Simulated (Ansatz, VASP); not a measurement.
## One calculation of Mg2C3, two programs

```
CELL_PARAMETERS angstrom
2.39462 -2.33943 -0.00141
2.39462 2.33943 -0.00141
-1.21928 0.00000 4.83368
ATOMIC_POSITIONS crystal
Mg 0.80883 0.80883 0.19955
Mg 0.19117 0.19117 0.80045
C 0.30225 0.30225 0.26256
C 0.69775 0.69775 0.73744
C 0.50000 0.50000 0.50000
```

Alike in both runs: functional r2SCAN; k mesh 6 × 6 × 4; occupations gaussian, width 0.1 eV; no spin polarisation.

Ansatz relaxed the structure, and its values are those at the end. VASP's run is a single point on that final structure, the one shown.

```csv
,VASP,Ansatz
version,VASP 6.6.1,Ansatz 0.2.0
potentials or method,"VASP PAW PBE potentials, release 64 (Mg, C)","scalar-relativistic, plane waves, PAW"
plane-wave cutoff (eV),520,500
valence electrons in the cell,16,32
```

```tsv
	VASP	Ansatz	Ansatz less VASP
gap on the k mesh at the Fermi level (eV)	1.97	1.97	-0.008
least direct gap on the mesh (eV)	2.73	2.73	0.000
pressure (GPa)	-0.2	0.1	+0.31
rms of the force components (eV/Å)	0.055	0.014	-0.0402
```

The two sets of potentials don't hold the same shells in valence.

Caveats: the PAW data sets were made with another functional, which shifts forces and pressure a little (VASP). A k mesh can miss the band edges. r2SCAN opens gaps a little over a GGA but as a rule still falls short of measured ones.
